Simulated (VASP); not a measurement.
Output of a VASP run:

File OUTCAR:
```
 ion  position               nearest neighbor table
   1  0.000  0.000  0.000-
  LATTYP: Found a face centered cubic cell.
 ALAT       =     4.1900645984
 Subroutine PRICEL returns:
 Original cell was already a primitive cell.
 Subroutine GETGRP returns: Found 48 space group operations
The static configuration has the point symmetry O_h .
The dynamic configuration has the point symmetry O_h .
 Subroutine INISYM returns: Found 48 space group operations
 Subroutine IBZKPT returns following result:
 Found    165 irreducible k-points:

 Following reciprocal coordinates:
            Coordinates               Weight
  0.000000  0.000000  0.000000      1.000000
  0.058824  0.000000  0.000000      8.000000
  0.117647  0.000000  0.000000      8.000000
  0.176471  0.000000  0.000000      8.000000
  0.235294  0.000000  0.000000      8.000000
  0.294118  0.000000  0.000000      8.000000
  0.352941  0.000000  0.000000      8.000000
  0.411765  0.000000  0.000000      8.000000
  0.470588  0.000000  0.000000      8.000000
  0.058824  0.058824  0.000000      6.000000
  0.117647  0.058824  0.000000     24.000000
  0.176471  0.058824  0.000000     24.000000
  0.235294  0.058824  0.000000     24.000000
  0.294118  0.058824  0.000000     24.000000
  0.352941  0.058824  0.000000     24.000000
  0.411765  0.058824  0.000000     24.000000
  0.470588  0.058824  0.000000     24.000000
 -0.470588  0.058824  0.000000     24.000000
 -0.411765  0.058824  0.000000     24.000000
 -0.352941  0.058824  0.000000     24.000000
 -0.294118  0.058824  0.000000     24.000000
 -0.235294  0.058824  0.000000     24.000000
 -0.176471  0.058824  0.000000     24.000000
 -0.117647  0.058824  0.000000     24.000000
 -0.058824  0.058824  0.000000     12.000000
  0.117647  0.117647  0.000000      6.000000
  0.176471  0.117647  0.000000     24.000000
  0.235294  0.117647  0.000000     24.000000
  0.294118  0.117647  0.000000     24.000000
  0.352941  0.117647  0.000000     24.000000
  0.411765  0.117647  0.000000     24.000000
  0.470588  0.117647  0.000000     24.000000
 -0.470588  0.117647  0.000000     24.000000
 -0.411765  0.117647  0.000000     24.000000
 -0.352941  0.117647  0.000000     24.000000
 -0.294118  0.117647  0.000000     24.000000
 -0.235294  0.117647  0.000000     24.000000
 -0.176471  0.117647  0.000000     24.000000
 -0.117647  0.117647  0.000000     12.000000
  0.176471  0.176471  0.000000      6.000000
   k-points           NKPTS =    165   k-points in BZ     NKDIM =    165   number of bands    NBANDS=      9
   number of dos      NEDOS =    601   number of ions     NIONS =      1
   total plane-waves  NPLWV =  13824
   dimension x,y,z NGX =    24 NGY =   24 NGZ =   24
   dimension x,y,z NGXF=    48 NGYF=   48 NGZF=   48
   ions per type =               1
   PREC   = accura    normal or accurate (medium, high low for compatibility)
   ISTART =      0    job   : 0-new  1-cont  2-samecut
   ICHARG =      2    charge: 1-file 2-atom 10-const
   ISPIN  =      1    spin polarized calculation?
   LNONCOLLINEAR =      F non collinear calculations
   LSORBIT =      F    spin-orbit coupling
   INIWAV =      1    electr: 0-lowe 1-rand  2-diag
   ENCUT  =  520.0 eV  38.22 Ry    6.18 a.u.   5.51  5.51  5.51*2*pi/ulx,y,z
   NELM   =    100;   NELMIN=  2; NELMDL= -5     # of ELM steps
   EDIFF  = 0.1E-06   stopping-criterion for ELM
   LREAL  =      F    real-space projection
   NLSPLINE    = F    spline interpolate recip. space projectors
   LMAXMIX     =    4 max onsite mixed and CHGCAR
   VOSKOWN=      0    Vosko Wilk Nusair interpolation
   EDIFFG = 0.1E-05   stopping-criterion for IOM
   NSW    =      0    number of steps for IOM
   NBLOCK =      1;   KBLOCK =      1    inner block; outer block
   IBRION =     -1    ionic relax: 0-MD 1-quasi-New 2-CG
   NFREE  =      0    steps in history (QN), initial steepest desc. (CG)
...
```

OSZICAR:
```
       N       E                     dE             d eps       ncg     rms          rms(c)
DAV:   1     0.453177902611E+02    0.45318E+02   -0.56685E+03  3098   0.109E+03
DAV:   2    -0.208891816763E+01   -0.47407E+02   -0.45084E+02  3053   0.205E+02
DAV:   3    -0.248696690741E+01   -0.39805E+00   -0.39781E+00  3542   0.230E+01
DAV:   4    -0.248781883164E+01   -0.85192E-03   -0.85162E-03  3358   0.100E+00
DAV:   5    -0.248782531134E+01   -0.64797E-05   -0.64781E-05  3334   0.787E-02    0.417E+00
DAV:   6    -0.230252391271E+01    0.18530E+00   -0.91049E-01  3050   0.103E+01    0.291E+00
DAV:   7    -0.229801875529E+01    0.45052E-02   -0.75133E-03  3211   0.990E-01    0.167E+00
DAV:   8    -0.229648890209E+01    0.15299E-02   -0.95000E-04  3064   0.345E-01    0.589E-02
DAV:   9    -0.229650090615E+01   -0.12004E-04   -0.10097E-05  3536   0.324E-02    0.165E-02
DAV:  10    -0.229650949681E+01   -0.85907E-05   -0.70112E-06  3206   0.349E-02    0.346E-03
DAV:  11    -0.229650899067E+01    0.50614E-06   -0.97342E-08  2837   0.339E-03    0.512E-04
DAV:  12    -0.229650889959E+01    0.91079E-07   -0.83625E-09  1527   0.107E-03
   1 F= -.22965089E+01 E0= -.22965089E+01  d E =0.000000E+00
```

OUTCAR:
```
------------------------ aborting loop because EDIFF is reached ----------------------------------------
  FORCE on cell =-STRESS in cart. coord.  units (eV):
  Direction    XX          YY          ZZ          XY          YZ          ZX
  --------------------------------------------------------------------------------------
  Total        0.0073777      0.0073777      0.0073777      0.0000000      0.0000000      0.0000000
  in kB        0.6427337      0.6427337      0.6427337      0.0000000      0.0000000      0.0000000
  external PRESSURE =       0.6427337 kB  Pullay stress =       0.0000000 kB
  volume of cell :       18.39
      direct lattice vectors                 reciprocal lattice vectors
     0.000000000  2.095032299  2.095032299    -0.238659805  0.238659805  0.238659805
     2.095032299  0.000000000  2.095032299     0.238659805 -0.238659805  0.238659805
     2.095032299  2.095032299  0.000000000     0.238659805  0.238659805 -0.238659805
 POSITION                                       TOTAL-FORCE (eV/Angst)
 -----------------------------------------------------------------------------------
      0.00000      0.00000      0.00000         0.000000      0.000000      0.000000
 -----------------------------------------------------------------------------------
    total drift:                               -0.000000      0.000000      0.000000
  FREE ENERGIE OF THE ION-ELECTRON SYSTEM (eV)
  ---------------------------------------------------
  free  energy   TOTEN  =        -2.2965088996 eV

  energy  without entropy=       -2.2965088996  energy(sigma->0) =       -2.29650890

 total charge

# of ion       s       p       d       tot
------------------------------------------
    1        0.400   0.253   9.163   9.816
```
(Selected blocks of OUTCAR.)

POSCAR:
```
Ag
1
   -0.0000000000     2.0950322992     2.0950322992
    2.0950322992     0.0000000000     2.0950322992
    2.0950322992     2.0950322992     0.0000000000
Ag
1
Direct
  0.0000000000   0.0000000000   1.0000000000
```

**Question.** Write an INCAR and KPOINTS that could have produced this output.

**Answer.** This is not unique; one that fits is the input of the run itself, revPBE GGA, plane waves, VASP's PBE PAW potentials (set 64).

INCAR:
```
ALGO = Normal
EDIFF = 1E-7
ENCUT = 520
GGA = RE
ISIF = 2
ISMEAR = -5
LASPH = .TRUE.
LCHARG = .TRUE.
LMAXMIX = 4
LORBIT = 11
LREAL = .FALSE.
LWAVE = .FALSE.
NEDOS = 601
NELM = 100
PREC = Accurate
SYSTEM = Ag
```

File KPOINTS:
```
Regular mesh
0
Gamma
17 17 17
```

POTCAR, in this order: Ag (PBE.64 set). Program: vasp_std.

For a metal the tetrahedron method with Blöchl corrections gives inexact stress and forces.

The compound is Ag in the fcc structure. It was relaxed first, which changed the volume by +8 %.
